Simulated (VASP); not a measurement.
Consider the following.

```yaml
crystal:
  lattice:
    - [3.99102, 0.00000, 0.00000]
    - [0.00000, 3.99102, 0.00000]
    - [0.00000, 0.00000, 4.10064]
  atoms:
    - { symbol: Ba, position: [0.00000, 0.00000, 0.00332] }
    - { symbol: Ti, position: [0.50000, 0.50000, 0.52108] }
    - { symbol: O, position: [0.50000, 0.50000, 0.97108] }
    - { symbol: O, position: [0.00000, 0.50000, 0.48426] }
    - { symbol: O, position: [0.50000, 0.00000, 0.48426] }
```

Calculation: rev-vdW-DF2, VASP's PBE PAW potentials (set 64) (plane waves; VASP). Settings: 520 eV cut-off, 6×6×6 Γ-centred mesh, tetrahedra with Blöchl corrections, potentials Ba_sv Ti_sv O.

The cores are frozen, which limits the accuracy of field gradients.

Problem. Give the principal components of the electric field gradient (V/Å²) and the asymmetry η at each nucleus.

Solution. 
```tsv
atom	Vxx	Vyy	Vzz	η
Ba1	3.1	3.1	-6.3	0.00
Ti2	-6.2	-6.2	12.4	0.00
O3	-7.6	-7.6	15.3	0.00
O4	-14.8	-10.1	24.9	0.19
O5	-14.8	-10.1	24.9	0.19
```

The compound is BaTiO3 in the tetragonal perovskite structure. It was relaxed first.
